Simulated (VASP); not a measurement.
All values below come from PBEsol GGA, VASP's PBE PAW potentials (set 64) (plane waves; VASP).

VASP ran on this input.

**INCAR**
```
! general
SYSTEM   =  Sr
PREC     =  Accurate
ENCUT    =  300
LREAL    =  .FALSE.
LASPH    =  .TRUE.

! electronic loop
EDIFF    =  1E-6
NELM     =  100
ALGO     =  Normal
LMAXMIX  =  4

! smearing
ISMEAR   =  -1
SIGMA    =  0.1

! functional
GGA      =  PS

! ions
ISIF     =  2

! output
LWAVE    =  .FALSE.
LCHARG   =  .FALSE.
```

### KPOINTS
```
Automatic mesh
0
Gamma
8 8 8
0 0 0
```

### POSCAR
```
Sr
1.0
  0.0000000000   2.9638320000   2.9638320000
  2.9638320000   0.0000000000   2.9638320000
  2.9638320000   2.9638320000   0.0000000000
Sr
1
Cartesian
  0.0000000000   0.0000000000   0.0000000000
```

POTCAR, in this order: Sr_sv (PBE.64 set). Program: vasp_std.

Output

**OUTCAR**
```
 ion  position               nearest neighbor table
   1  0.000  0.000  0.000-
  LATTYP: Found a face centered cubic cell.
 ALAT       =     5.9276640000
 Subroutine PRICEL returns:
 Original cell was already a primitive cell.
 Subroutine GETGRP returns: Found 48 space group operations
The static configuration has the point symmetry O_h .
The dynamic configuration has the point symmetry O_h .
 Subroutine INISYM returns: Found 48 space group operations
 Subroutine IBZKPT returns following result:
 Found     29 irreducible k-points:

 Following reciprocal coordinates:
            Coordinates               Weight
  0.000000  0.000000  0.000000      1.000000
  0.125000  0.000000  0.000000      8.000000
  0.250000  0.000000  0.000000      8.000000
  0.375000  0.000000  0.000000      8.000000
  0.500000  0.000000  0.000000      4.000000
  0.125000  0.125000  0.000000      6.000000
  0.250000  0.125000  0.000000     24.000000
  0.375000  0.125000  0.000000     24.000000
  0.500000  0.125000  0.000000     24.000000
 -0.375000  0.125000  0.000000     24.000000
...
```

### OSZICAR
```
       N       E                     dE             d eps       ncg     rms          rms(c)
DAV:   1     0.229843239266E+02    0.22984E+02   -0.38320E+03   538   0.644E+02
DAV:   2    -0.896785365710E+00   -0.23881E+02   -0.23591E+02   593   0.129E+02
DAV:   3    -0.182220398711E+01   -0.92542E+00   -0.91524E+00   745   0.198E+01
DAV:   4    -0.186484320372E+01   -0.42639E-01   -0.42623E-01   749   0.377E+00
DAV:   5    -0.186849629821E+01   -0.36531E-02   -0.36527E-02   852   0.579E-01    0.123E+01
DAV:   6    -0.186520184537E+01    0.32945E-02   -0.57550E-03   674   0.964E-01    0.699E+00
DAV:   7    -0.186320958586E+01    0.19923E-02   -0.10685E-02   841   0.122E+00    0.233E-01
DAV:   8    -0.186317884091E+01    0.30745E-04   -0.58818E-04   688   0.162E-01    0.572E-02
DAV:   9    -0.186320076869E+01   -0.21928E-04   -0.65123E-05   805   0.541E-02    0.299E-02
DAV:  10    -0.186320356531E+01   -0.27966E-05   -0.67926E-06   684   0.222E-02    0.821E-03
DAV:  11    -0.186320395668E+01   -0.39137E-06   -0.37677E-07   340   0.550E-03
   1 F= -.18632040E+01 E0= -.18446480E+01  d E =-.371119E-01
```

OUTCAR:
```
------------------------ aborting loop because EDIFF is reached ----------------------------------------
  FORCE on cell =-STRESS in cart. coord.  units (eV):
  Direction    XX          YY          ZZ          XY          YZ          ZX
  --------------------------------------------------------------------------------------
  Total       -0.0099992     -0.0099992     -0.0099992      0.0000000      0.0000000     -0.0000000
  in kB       -0.3076701     -0.3076701     -0.3076701      0.0000000      0.0000000     -0.0000000
  external PRESSURE =      -0.3076701 kB  Pullay stress =       0.0000000 kB
  volume of cell :       52.07
      direct lattice vectors                 reciprocal lattice vectors
     0.000000000  2.963832000  2.963832000    -0.168700520  0.168700520  0.168700520
     2.963832000  0.000000000  2.963832000     0.168700520 -0.168700520  0.168700520
     2.963832000  2.963832000  0.000000000     0.168700520  0.168700520 -0.168700520
 POSITION                                       TOTAL-FORCE (eV/Angst)
 -----------------------------------------------------------------------------------
      0.00000      0.00000      0.00000        -0.000000     -0.000000      0.000000
 -----------------------------------------------------------------------------------
    total drift:                                0.000000      0.000000     -0.000000
  FREE ENERGIE OF THE ION-ELECTRON SYSTEM (eV)
  ---------------------------------------------------
  free  energy   TOTEN  =        -1.8632039567 eV

  energy  without entropy=       -1.8260920662  energy(sigma->0) =       -1.84464801
```
(Selected blocks of OUTCAR.)

At this cut-off the stress carries a Pulay error, which pulls relaxed volumes low.

The structure comes from a computed database's Sr entry; how it stands against other phases isn't given here. The cell was not relaxed at this level. The run is one of a series of settings (GGA = PS against the base run), some of them coarse on purpose.
